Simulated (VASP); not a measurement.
# What spin-orbit coupling changes in Rhodium, part 2 of 3

Aim: run bands, DOS and a relaxation of Rhodium twice, without and with spin-orbit coupling. All runs use PBE. Left out of this account: 1 further run (self-consistent run: a reference on another mesh). The start is a cell from a database of measured crystal structures.

VASP 6.6.1, plane waves and PAW; the level of theory is named at each step.

Still holding for the runs below: This run has no spin polarisation. Its electron count is odd, so without a moment it is a metal by construction.

So far. Step 2 (Band structure (PBE)): There is no gap at this level. Step 3 (Band structure (PBE + SOC)): There is no gap at this level. Without the coupling there was no gap either. The run took 2.9 times the core time, with 26 spinor bands against 18.

### 4. Density of states (PBE)

This step: PBE; plane waves and PAW (Rh_pv) (VASP 6.6.1).

Here the states are counted by energy and projected on the atoms.

File INCAR:

```
SYSTEM = Rh
PREC = Accurate
ENCUT = 400
EDIFF = 1E-06
NELM = 100
ISMEAR = -5
SIGMA = 0.05
LREAL = .FALSE.
ALGO = Normal
GGA = PE
NBANDS = 18
LASPH = .TRUE.
LORBIT = 11
LWAVE = .FALSE.
LCHARG = .FALSE.
KPAR = 2
NEDOS = 2001
```

File POSCAR:

```
Rh
1.0
    0.0000000000      1.9015500000      1.9015500000
    1.9015500000      0.0000000000      1.9015500000
    1.9015500000      1.9015500000      0.0000000000
Rh
1
Direct
    0.0000000000      0.0000000000      0.0000000000
```

File KPOINTS:

```
Automatic mesh
0
Gamma
15 15 15
0 0 0
```

Potentials, in the order of the species: Rh_pv (PBE family, release 64).

Run with:

```sh
mpirun -np 2 vasp_std
```

Output:

```text
[... set-up lines as in an earlier step ...]
 entering main loop
       N       E                     dE             d eps       ncg     rms          rms(c)
DAV:   1     0.110245519181E+03    0.11025E+03   -0.67021E+03  4448   0.736E+02
DAV:   2    -0.569257202036E+01   -0.11594E+03   -0.10986E+03  4642   0.258E+02
DAV:   3    -0.774486077558E+01   -0.20523E+01   -0.20423E+01  4882   0.369E+01
DAV:   4    -0.775117496898E+01   -0.63142E-02   -0.63131E-02  4760   0.208E+00
DAV:   5    -0.775120621061E+01   -0.31242E-04   -0.31242E-04  4640   0.129E-01    0.101E+01
DAV:   6    -0.727012124878E+01    0.48108E+00   -0.48097E-01  4472   0.963E+00    0.352E+00
DAV:   7    -0.725308871860E+01    0.17033E-01   -0.12308E-02  4808   0.133E+00    0.166E+00
DAV:   8    -0.724979482238E+01    0.32939E-02   -0.39911E-03  4556   0.710E-01    0.262E-01
DAV:   9    -0.724954218778E+01    0.25263E-03   -0.20383E-04  4636   0.177E-01    0.108E-02
DAV:  10    -0.724954417033E+01   -0.19825E-05   -0.32710E-06  4884   0.190E-02    0.576E-03
DAV:  11    -0.724954277668E+01    0.13936E-05   -0.60999E-07  2622   0.101E-02    0.697E-04
DAV:  12    -0.724954266577E+01    0.11090E-06   -0.24392E-08  2378   0.162E-03
   1 F= -.72495427E+01 E0= -.72495427E+01  d E =0.000000E+00
 -----------------------------------------------------------------------------
|                                                                             |
|           W    W    AA    RRRRR   N    N  II  N    N   GGGG   !!!           |
|           W    W   A  A   R    R  NN   N  II  NN   N  G    G  !!!           |
|           W    W  A    A  R    R  N N  N  II  N N  N  G       !!!           |
|           W WW W  AAAAAA  RRRRR   N  N N  II  N  N N  G  GGG   !            |
|           WW  WW  A    A  R   R   N   NN  II  N   NN  G    G                |
|           W    W  A    A  R    R  N    N  II  N    N   GGGG   !!!           |
|                                                                             |
|     Tetrahedron method does not include variations of the Fermi             |
|     occupations, so forces and stress will be inaccurate. We suggest        |
|     using a different smearing scheme ISMEAR = 1 or 2 for metals in         |
|     relaxations.                                                            |
|                                                                             |
 -----------------------------------------------------------------------------
```

Elapsed: 12 s, on 2 MPI ranks of AMD EPYC 7R43, shared host; peak memory 0.19 GiB.

Parts of OUTCAR (step 4):

```text
The static configuration has the point symmetry O_h .

 Found    120 irreducible k-points:

   NELECT =      15.0000    total number of electrons

 E-fermi :  11.8869

 k-point     1 :       0.0000    0.0000    0.0000
  band No.  band energies     occupation
    ...
      5       8.8175      2.00000
      6       8.8175      2.00000
      7       8.8175      2.00000
      8      10.9021      2.00000
      9      10.9021      2.00000
     10      27.8980      0.00000
     11      32.4279      0.00000
     12      33.3576      0.00000
     13      33.3576      0.00000
     14      33.3576      0.00000
    ...

 k-point     2 :       0.0667    0.0000    0.0000
  band No.  band energies     occupation
    ...
      5       8.7391      2.00000
      6       8.8869      2.00000
      7       8.8869      2.00000
      8      10.8637      2.00000
      9      10.8637      2.00000
     10      28.1557      0.00000
     11      32.3773      0.00000
     12      32.4458      0.00000
     13      33.6186      0.00000
     14      33.6186      0.00000
    ...

  Total        0.3802924      0.3802924      0.3802924     -0.0000000     -0.0000000      0.0000000
  in kB       44.3072645     44.3072645     44.3072645     -0.0000000     -0.0000000      0.0000000
  external PRESSURE =      44.3072645 kB  Pullay stress =       0.0000000 kB

 POSITION                                       TOTAL-FORCE (eV/Angst)
 -----------------------------------------------------------------------------------
      0.00000      0.00000      0.00000        -0.000000     -0.000000     -0.000000
 -----------------------------------------------------------------------------------
    total drift:                                0.000000     -0.000000      0.000000

  FREE ENERGIE OF THE ION-ELECTRON SYSTEM (eV)
  ---------------------------------------------------
  free  energy   TOTEN  =        -7.2495426658 eV

  energy  without entropy=       -7.2495426658  energy(sigma->0) =       -7.24954267

[... 9 parts as in an earlier step ...]

[... 5 further parts left out ...]
```

At this level the cell is under a pressure of 4.4 GPa, so at these settings it is away from equilibrium. With tetrahedra the forces and stress of a metal are not exact derivatives of the energy.

This step gave:

* bands: 18
* free energy (TOTEN): -7.250 eV
* Fermi energy: 11.89 eV
* pressure: 4.431 GPa
* DOS at the Fermi level: 1.288 states/eV/cell

The density of states has structure finer than the step of the table below, so its rows give means over 1 eV, whole bins alone (the curve runs from -12.0 to 7.90 eV). Peaks (eV: height): total -5.3: 2.31, -2.6: 2.82, -1.1: 1.67, 0.5: 2.39; Rh d -5.3: 1.59, -2.6: 2.39, -1.1: 1.46, 0.5: 2.30; Rh p -4.2: 0.0741, -2.8: 0.122, -2.1: 0.0887, 4.9: 0.0705; Rh s -5.3: 0.235, -2.8: 0.066.

States under -12.0 eV and over 7.9 eV are left out. Density of states against energy, zero at the Fermi level; means over each step; values in states/eV/cell:

| energy (eV) | total | Rh d | Rh p | Rh s |
| --- | --- | --- | --- | --- |
| -9 | 0 | 0 | 0 | 0 |
| -8 | 0.0107 | 4.7e-6 | 1.7e-4 | 0.00645 |
| -7 | 0.0761 | 0.00246 | 0.00318 | 0.0418 |
| -6 | 0.733 | 0.423 | 0.0201 | 0.131 |
| -5 | 1.69 | 1.22 | 0.0560 | 0.123 |
| -4 | 1.25 | 0.993 | 0.0530 | 0.0201 |
| -3 | 1.91 | 1.56 | 0.0860 | 0.0391 |
| -2 | 1.32 | 1.10 | 0.0628 | 0.0215 |
| -1 | 1.41 | 1.24 | 0.0417 | 0.0160 |
| 0 | 1.49 | 1.39 | 0.0228 | 0.0116 |
| 1 | 0.734 | 0.658 | 0.0238 | 0.0152 |
| 2 | 0.237 | 0.138 | 0.0386 | 0.0202 |
| 3 | 0.243 | 0.119 | 0.0535 | 0.0222 |
| 4 | 0.245 | 0.103 | 0.0655 | 0.0216 |
| 5 | 0.229 | 0.0871 | 0.0693 | 0.0194 |
| 6 | 0.198 | 0.0679 | 0.0660 | 0.0163 |
| 7 | 0.152 | 0.0474 | 0.0542 | 0.0130 |

Of the states within 0.3 eV of the Fermi level, the largest shares in the PAW spheres are Rh d 93 %. The rest lies in smaller channels or between the spheres.

### 5. Total and projected DOS (PBE + SOC)

This step: PBE, spin-orbit coupling; plane waves and PAW (Rh_pv) (VASP 6.6.1).

Here the states are counted by energy and projected on the atoms.

Changes to INCAR since step 4:

```diff
@@ -10,4 +10,9 @@
 GGA = PE
-NBANDS = 18
+LNONCOLLINEAR = .TRUE.
+MAGMOM = 0 0 0
+NBANDS = 26
+GGA_COMPAT = .FALSE.
 LASPH = .TRUE.
+LSORBIT = .TRUE.
+LMAXMIX = 4
 LORBIT = 11
```

POSCAR is that of step 4.

KPOINTS is that of step 4.

Run with:

```sh
mpirun -np 2 vasp_ncl
```

Output:

```text
[... set-up lines as in an earlier step ...]
 entering main loop
       N       E                     dE             d eps       ncg     rms          rms(c)
DAV:   1     0.144162439574E+03    0.14416E+03   -0.75413E+03  6296   0.110E+03
DAV:   2    -0.430370114664E+01   -0.14847E+03   -0.14233E+03  6496   0.374E+02
DAV:   3    -0.788329613853E+01   -0.35796E+01   -0.35595E+01  7090   0.650E+01
DAV:   4    -0.790570015578E+01   -0.22404E-01   -0.22407E-01  7180   0.517E+00
DAV:   5    -0.790600714652E+01   -0.30699E-03   -0.30713E-03  7632   0.586E-01    0.102E+01
DAV:   6    -0.742301165028E+01    0.48300E+00   -0.81738E-01  6618   0.134E+01    0.373E+00
DAV:   7    -0.740850029696E+01    0.14511E-01   -0.60813E-02  7580   0.216E+00    0.176E+00
DAV:   8    -0.740493454620E+01    0.35658E-02   -0.39990E-03  6944   0.820E-01    0.771E-01
DAV:   9    -0.740485798760E+01    0.76559E-04   -0.21316E-04  7464   0.198E-01    0.743E-02
DAV:  10    -0.740482016319E+01    0.37824E-04   -0.69069E-05  7050   0.120E-01    0.940E-03
DAV:  11    -0.740482171532E+01   -0.15521E-05   -0.16618E-06  7054   0.120E-02    0.226E-03
DAV:  12    -0.740482103640E+01    0.67892E-06   -0.25922E-07  4348   0.703E-03
   1 F= -.74048210E+01 E0= -.74048210E+01  d E =0.000000E+00  mag=    -0.0000    -0.0000     0.0000
 [... a notice as in an earlier step ...]
```

It took 39 s on 2 MPI ranks; peak memory 0.27 GiB.

OUTCAR, selected parts (step 5):

```text
   NELECT =      15.0000    total number of electrons

 E-fermi :  11.8949

 k-point     1 :       0.0000    0.0000    0.0000
  band No.  band energies     occupation
    ...
     14       8.9748      1.00000
     15      10.9231      1.00000
     16      10.9231      1.00000
     17      10.9231      1.00000
     18      10.9231      1.00000
     19      27.8985      0.00000
     20      27.8985      0.00000
     21      32.4316      0.00000
     22      32.4316      0.00000
     23      33.2544      0.00000
    ...

  Total        0.4091558      0.4091558      0.4091558      0.0000000      0.0000000      0.0000000
  in kB       47.6700936     47.6700936     47.6700936      0.0000000      0.0000000      0.0000000
  external PRESSURE =      47.6700936 kB  Pullay stress =       0.0000000 kB

 POSITION                                       TOTAL-FORCE (eV/Angst)
 -----------------------------------------------------------------------------------
      0.00000      0.00000      0.00000         0.000000      0.000000      0.000000
 -----------------------------------------------------------------------------------
    total drift:                                0.000000      0.000000      0.000000

  FREE ENERGIE OF THE ION-ELECTRON SYSTEM (eV)
  ---------------------------------------------------
  free  energy   TOTEN  =        -7.4048210364 eV

  energy  without entropy=       -7.4048210364  energy(sigma->0) =       -7.40482104

 Spin-Orbit-Coupling matrix elements
 Ion:    1  E_soc:     -0.3111579

 magnetization (x)
# of ion       s       p       d       tot
------------------------------------------
    1        0.000   0.000   0.000   0.000

 magnetization (y)
# of ion       s       p       d       tot
------------------------------------------
    1        0.000  -0.000  -0.000   0.000

[... 10 parts as in an earlier step ...]

[... 8 further parts left out ...]
```

Numbers from this step:

- bands: 26
- free energy (TOTEN): -7.405 eV
- pressure: 4.767 GPa
- DOS at the Fermi level: 1.274 states/eV/cell

On-site spin-orbit energy by atom:

```csv
atom,on-site spin-orbit energy (eV)
Rh1,-0.311
```

The density of states has structure finer than the step of the table below, so its rows give means over 1 eV, whole bins alone (the curve runs from -12.0 to 7.92 eV). Peaks (eV: height): total -5.3: 2.35, -2.8: 3.16, -1.2: 1.75, 0.5: 2.30; Rh d -5.3: 1.62, -2.8: 2.65, -1.2: 1.54, 0.5: 2.20; Rh p -4.3: 0.0744, -2.8: 0.119, -2.1: 0.0916, 4.8: 0.0704; Rh s -5.3: 0.235, -2.9: 0.0639.

States under -12.0 eV and over 7.9 eV are left out. Table of density of states by energy, zero at the Fermi level; means over each step; values in states/eV/cell:

```csv
energy (eV),total,Rh d,Rh p,Rh s
-9,0,0,0,0
-8,0.0110,4.8e-6,1.5e-4,0.00664
-7,0.0764,0.00244,0.00318,0.0420
-6,0.752,0.436,0.0205,0.133
-5,1.68,1.22,0.0557,0.121
-4,1.27,1.01,0.0532,0.0200
-3,1.86,1.51,0.0868,0.0392
-2,1.32,1.10,0.0621,0.0213
-1,1.41,1.25,0.0416,0.0156
0,1.48,1.38,0.0246,0.0122
1,0.738,0.663,0.0235,0.0153
2,0.238,0.141,0.0377,0.0201
3,0.243,0.119,0.0535,0.0221
4,0.245,0.104,0.0655,0.0216
5,0.229,0.0873,0.0693,0.0194
6,0.198,0.0682,0.0660,0.0163
7,0.154,0.0485,0.0557,0.0123
```

The DOS at the Fermi level goes from 1.29 to 1.27 states/eV/cell, a number that is sensitive to the mesh. The run took 3.2 times the core time, with 26 spinor bands against 18. Of the states within 0.3 eV of the Fermi level, the largest shares in the PAW spheres are Rh d 93 %. The rest lies in smaller channels or between the spheres.

### 6. Relaxing cell and atoms (PBE)

This step: PBE; plane waves and PAW (Rh_pv) (VASP 6.6.1).

Last, the cell itself: ISIF = 3 frees volume, shape and positions, first without the coupling.

File INCAR:

```
SYSTEM = Rh
PREC = Accurate
ENCUT = 400
EDIFF = 1E-06
NELM = 100
ISMEAR = -1
SIGMA = 0.05
LREAL = .FALSE.
ALGO = Normal
GGA = PE
NBANDS = 13
LASPH = .TRUE.
LORBIT = 11
LWAVE = .FALSE.
LCHARG = .FALSE.
KPAR = 2
IBRION = 2
NSW = 60
ISIF = 3
EDIFFG = -0.01
```

POSCAR is that of step 5.

KPOINTS is that of step 5.

Run with:

```sh
mpirun -np 2 vasp_std
```

Output:

```text
[... set-up lines as in an earlier step ...]
 entering main loop
       N       E                     dE             d eps       ncg     rms          rms(c)
DAV:   1     0.101030203245E+03    0.10103E+03   -0.77196E+03  3151   0.101E+03
DAV:   2    -0.649526047789E+01   -0.10753E+03   -0.10266E+03  3375   0.316E+02
DAV:   3    -0.775327413798E+01   -0.12580E+01   -0.12560E+01  3740   0.387E+01
DAV:   4    -0.775918979327E+01   -0.59157E-02   -0.59151E-02  3593   0.271E+00
DAV:   5    -0.775925816946E+01   -0.68376E-04   -0.68371E-04  3838   0.263E-01    0.101E+01
DAV:   6    -0.727373264532E+01    0.48553E+00   -0.81798E-01  3585   0.133E+01    0.367E+00
DAV:   7    -0.726060887879E+01    0.13124E-01   -0.72622E-02  3860   0.221E+00    0.158E+00
DAV:   8    -0.725715306217E+01    0.34558E-02   -0.61588E-03  3420   0.109E+00    0.102E-01
DAV:   9    -0.725698578838E+01    0.16727E-03   -0.30845E-04  3820   0.252E-01    0.136E-02
DAV:  10    -0.725698653827E+01   -0.74989E-06   -0.12716E-05  3680   0.472E-02    0.887E-03
DAV:  11    -0.725698501803E+01    0.15202E-05   -0.60030E-07  2495   0.957E-03    0.278E-04
DAV:  12    -0.725698497882E+01    0.39211E-07   -0.24981E-08  2255   0.211E-03
   1 F= -.72569850E+01 E0= -.72514495E+01  d E =-.725698E+01
 curvature:   0.00 expect dE= 0.000E+00 dE for cont linesearch  0.000E+00
 trial: gam= 0.00000 g(F)=  0.235E-63 g(S)=  0.216E-01 ort = 0.000E+00 (trialstep = 0.100E+01)
 search vector abs. value=  0.216E-01
 bond charge predicted
       N       E                     dE             d eps       ncg     rms          rms(c)
DAV:   1    -0.823216353742E+01   -0.97518E+00   -0.12678E+01  3185   0.534E+01    0.683E+00
DAV:   2    -0.723957249411E+01    0.99259E+00   -0.21789E+00  3120   0.199E+01    0.195E+00
DAV:   3    -0.723961033262E+01   -0.37839E-04   -0.14164E-02  3525   0.130E+00    0.113E+00
DAV:   4    -0.724223003453E+01   -0.26197E-02   -0.45823E-03  3380   0.779E-01    0.134E-01
DAV:   5    -0.724242049373E+01   -0.19046E-03   -0.15461E-04  3824   0.130E-01    0.495E-02
DAV:   6    -0.724240211780E+01    0.18376E-04   -0.12308E-05  3400   0.476E-02    0.482E-03
DAV:   7    -0.724240136453E+01    0.75327E-06   -0.90631E-08  2440   0.367E-03
   2 F= -.72424014E+01 E0= -.72363127E+01  d E =0.145836E-01
 trial-energy change:    0.014584  1 .order    0.013657   -0.021624    0.048938
 step:   0.2902(harm=  0.3064)  dis= 0.00000  next Energy=    -7.260100 (dE=-0.312E-02)
 bond charge predicted
       N       E                     dE             d eps       ncg     rms          rms(c)
DAV:   1    -0.774032000603E+01   -0.49792E+00   -0.60406E+00  3300   0.361E+01    0.523E+00
DAV:   2    -0.726237348913E+01    0.47795E+00   -0.93940E-01  3150   0.138E+01    0.789E-01
DAV:   3    -0.725885316492E+01    0.35203E-02   -0.11848E-02  3780   0.131E+00    0.487E-01
DAV:   4    -0.725999875270E+01   -0.11456E-02   -0.27833E-03  3225   0.585E-01    0.473E-02
DAV:   5    -0.726004859508E+01   -0.49842E-04   -0.44654E-05  3935   0.744E-02    0.221E-02
DAV:   6    -0.726002290219E+01    0.25693E-04   -0.56116E-06  3265   0.328E-02    0.174E-03
DAV:   7    -0.726002331239E+01   -0.41020E-06   -0.54265E-08  2075   0.285E-03
   3 F= -.72600233E+01 E0= -.72543338E+01  d E =-.303833E-02
 curvature:  -0.15 expect dE=-0.217E-06 dE for cont linesearch -0.217E-06
 trial: gam= 0.00000 g(F)=  0.422E-62 g(S)=  0.142E-05 ort =-0.175E-03 (trialstep = 0.858E+00)
 search vector abs. value=  0.142E-05
 reached required accuracy - stopping structural energy minimisation
```

Run time: 22 s. Hardware: 2 MPI ranks; peak memory 0.19 GiB; 42 s of CPU time.

From OUTCAR (step 6):

```text
   k-points           NKPTS =    120   k-points in BZ     NKDIM =    120   number of bands    NBANDS=     13

   NELECT =      15.0000    total number of electrons

 E-fermi :  11.6127

 k-point     1 :       0.0000    0.0000    0.0000
  band No.  band energies     occupation
    ...
      5       8.5999      2.00000
      6       8.5999      2.00000
      7       8.5999      2.00000
      8      10.6319      2.00000
      9      10.6319      2.00000
     10      27.6131      0.00000
     11      32.1853      0.00000
     12      32.9809      0.00000
     13      32.9809      0.00000

  Total       -0.0031280     -0.0031280     -0.0031280      0.0000000      0.0000000      0.0000000
  in kB       -0.3585793     -0.3585793     -0.3585793      0.0000000      0.0000000      0.0000000
  external PRESSURE =      -0.3585793 kB  Pullay stress =       0.0000000 kB

 POSITION                                       TOTAL-FORCE (eV/Angst)
 -----------------------------------------------------------------------------------
      1.91184      1.91184      0.00000         0.000000      0.000000     -0.000000
 -----------------------------------------------------------------------------------
    total drift:                                0.000000      0.000000     -0.000000

  FREE ENERGIE OF THE ION-ELECTRON SYSTEM (eV)
  ---------------------------------------------------
  free  energy   TOTEN  =        -7.2600233124 eV

  energy  without entropy=       -7.2486443755  energy(sigma->0) =       -7.25433384

 reached required accuracy - stopping structural energy minimisation

[... 6 parts as in an earlier step ...]

[... 10 further parts left out ...]
```

CONTCAR:

```
Rh
   1.00000000000000
     0.0000000000000000    1.9118410966719781    1.9118410966719781
     1.9118410966719781    0.0000000000000000    1.9118410966719781
     1.9118410966719781    1.9118410966719781    0.0000000000000000
  Rh
     1
Direct
     0.0000000000000000    0.0000000000000000    1.0000000000000000
```

The run keeps the 48 symmetry operations of its start, so it cannot find a distortion of lower symmetry.

Step by step:

```csv
step,energy less that of the first step (eV),largest force (eV/Å),pressure (GPa),volume (Å³)
1,0.0000,0.0000,4.50,13.75
2,0.0146,0.0000,-9.64,14.54
3,-0.0030,0.0000,-0.04,13.98
```

```csv
"conventional cell, symmetrised",before,after,change
a (Å),3.803,3.824,+0.5 %
b (Å),3.803,3.824,+0.5 %
c (Å),3.803,3.824,+0.5 %
volume (Å³/atom),13.75,13.98,+1.6 %
```

The relaxed structure:

```cif
data_structure
_symmetry_space_group_name_H-M 'P 1'
_symmetry_Int_Tables_number 1
_cell_length_a 2.7038
_cell_length_b 2.7038
_cell_length_c 2.7038
_cell_angle_alpha 60.000
_cell_angle_beta 60.000
_cell_angle_gamma 60.000
_cell_volume 13.98
loop_
_atom_site_label
_atom_site_type_symbol
_atom_site_fract_x
_atom_site_fract_y
_atom_site_fract_z
_atom_site_occupancy
Rh1 Rh 0.00000 0.00000 0.00000 1
```

This step gave:

```
bands                           : 13
free energy (TOTEN)             : -7.260 eV
energy at zero smearing         : -7.254 eV
Fermi energy                    : 11.61 eV
pressure                        : -0.03586 GPa
SCF cycles over all ionic steps : 26
```

It ends with forces that vanish by symmetry and a pressure of -0.04 GPa.

(Part 2 of 3 ends here.)

[Lines on the potential files, build, host, timing and source positions are cut from VASP's logs without a mark.]

[Logs are printed without paths, hosts, clocks, repeated set-up lines and the standing remarks that a program may print on its own settings, such as how far it seeks lower states.]

[Hosts, paths, dates, database ids (printed as entryN), source tags and the programs' standing remarks are cut or masked in the printed files.]

[A measured line is paired with the nearest computed mode of its activity, which favours agreement.]
